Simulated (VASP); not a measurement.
These are LDA (Ceperley-Alder, Perdew-Zunger), VASP's LDA PAW potentials (set 64) (plane waves; VASP) values and carry that method's errors.

Input for VASP

### INCAR
```
ALGO = Normal
EDIFF = 1E-6
EDIFFG = -0.02
ENCUT = 500
IBRION = 2
ISIF = 3
ISMEAR = 0
LASPH = .True.
LCHARG = .False.
LMAXMIX = 6
LREAL = .False.
LWAVE = .False.
NELM = 100
NSW = 40
PREC = Accurate
SIGMA = 0.05
SYSTEM = WSe2
```

POSCAR:
```
WSe2
1.0
  1.6279266603  -2.8196513693   0.0000000000
  1.6279266603   2.8196513693   0.0000000000
  0.0000000000   0.0000000000  12.8224181946
W Se
2 4
Direct
  0.3333330000   0.6666670000   0.2500000000
  0.6666670000   0.3333330000   0.7500000000
  0.3333330000   0.6666670000   0.8802559253
  0.6666670000   0.3333330000   0.3802559253
  0.6666670000   0.3333330000   0.1197440747
  0.3333330000   0.6666670000   0.6197440747
```

File KPOINTS:
```
Regular mesh
0
G
 8 8 2
```

POTCAR, in this order: W_sv Se (LDA.64 set). Program: vasp_std.

Q: Estimate the energy per atom (σ→0).

A: 
```
Item                            Value
---------------------  --------------
energy per atom (σ→0)  -8.082 eV/atom
```

OSZICAR:
```
...
DAV:   8    -0.484939223396E+02    0.17716E+00   -0.74713E-01  1617   0.469E+00    0.125E+00
DAV:   9    -0.484937300782E+02    0.19226E-03   -0.56774E-02  1584   0.120E+00    0.712E-01
DAV:  10    -0.484921547042E+02    0.15754E-02   -0.16623E-02  1601   0.839E-01    0.203E-01
DAV:  11    -0.484920234291E+02    0.13128E-03   -0.22652E-03  1553   0.285E-01    0.145E-01
DAV:  12    -0.484919958947E+02    0.27534E-04   -0.79355E-05  1544   0.506E-02    0.931E-02
DAV:  13    -0.484919804504E+02    0.15444E-04   -0.10441E-04  1550   0.575E-02    0.421E-03
DAV:  14    -0.484919807933E+02   -0.34284E-06   -0.28651E-06  1278   0.103E-02
   1 F= -.48491981E+02 E0= -.48491981E+02  d E =-.484920E+02
```

The compound is WSe2 in the 2H layered structure. It was relaxed first.
